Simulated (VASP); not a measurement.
Data:

```
TiB2
1.0
    1.50458    -2.60602     0.00000
    1.50458     2.60602     0.00000
    0.00000     0.00000     3.17250
Ti B
1 2
Direct
  0.00000   0.00000   0.00000
  0.33333   0.66667   0.50000
  0.66667   0.33333   0.50000
```

All values below come from PBE GGA with D4 dispersion, VASP's PBE PAW potentials (set 64) (plane waves; VASP 6.6.1). Numerical set-up: 520 eV cut-off, Gaussian smearing of 0.050 eV, potentials Ti_sv B.

Question: Give the energies of bands 6 to 12 at the high-symmetry points, in eV from the Fermi level.

Answer: 
```
band      Γ      M      K      A      L      H
----  -----  -----  -----  -----  -----  -----
6     -2.82  -9.39  -8.49  -7.81  -7.67  -8.78
7     -2.82  -3.42  -7.57  -0.68  -4.88  -5.84
8     -2.29  -3.32  -1.93  -0.68  -4.01  -3.31
9     -2.24  -2.43  -1.93  -0.33  -3.25  -3.31
10     1.91   1.34   1.36  -0.33   2.59   2.59
11     1.91   2.75   1.36   0.38   2.96   4.41
12     3.79   3.26   1.93   0.38   4.67   4.42
```

It has no gap at this level: it comes out as a metal or semimetal.

The compound is TiB2 in the AlB2 type structure. It was relaxed first.
